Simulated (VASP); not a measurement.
Crystal: Si2Ge.

```
Si Ge
1.0
    -1.94500    1.94500    8.25000
     1.94500   -1.94500    8.25000
     1.94500    1.94500   -8.25000
Si Ge
4 2
Cartesian
  1.9450 0.0000 1.3749
  1.9450 0.0000 6.8751
  0.0000 0.0000 11.0001
  0.0000 0.0000 5.4999
  0.0000 0.0000 0.0000
  0.0000 1.9450 4.1250
```

The cell was built by a generator and needn't be a form met in nature.

```yaml
Program: VASP 6.6.1
Task: relaxation of cell and atoms
Functional: PBE
Potentials_or_basis: VASP PAW PBE potentials, release 64 (Si, Ge_d)
Cutoff: 520 eV
k_mesh: 6 × 6 × 6
Occupations: gaussian, width 0.15 eV
Spin: no spin polarisation
```

At the start: pressure 2.7 GPa; volume 20.81 Å³/atom.

Problem. Where does the relaxation end?

Solution. Over 9 steps the energy falls by 8.4 meV/atom and the volume is 21.44 Å³/atom (+3.1 %); space group I4_1/amd (No. 141, to 0.05 Å).

The path:
| step | energy change (eV) | largest force (eV/Å) | pressure (GPa) | volume (Å³) |
| --- | --- | --- | --- | --- |
| 1 | 0.0000 | 0.5318 | 2.67 | 124.84 |
| 2 | -0.0356 | 0.0256 | -1.48 | 131.21 |
| 3 | -0.0477 | 0.1644 | 0.05 | 128.88 |
| 4 | -0.0473 | 0.1188 | -1.22 | 129.42 |
| 5 | -0.0478 | 0.1487 | -0.06 | 129.06 |
| 6 | -0.0476 | 0.1333 | -0.78 | 129.24 |
| 7 | -0.0477 | 0.1418 | -0.20 | 129.15 |
| 8 | -0.0508 | 0.0136 | 0.66 | 128.60 |
| 9 | -0.0506 | 0.0304 | 0.09 | 128.67 |

Final structure:
```xyz
6
Lattice="-1.9660 1.9660 8.3222 1.9660 -1.9660 8.3222 1.9660 1.9660 -8.3222" Properties=species:S:1:pos:R:3 pbc="T T T"
Si    1.9660    0.0000    1.4101
Si    1.9660    0.0000    6.9121
Si    0.0000    0.0000   11.0732
Si    0.0000    0.0000    5.5711
Ge    0.0000    0.0000    0.0000
Ge    0.0000    1.9660    4.1611
```
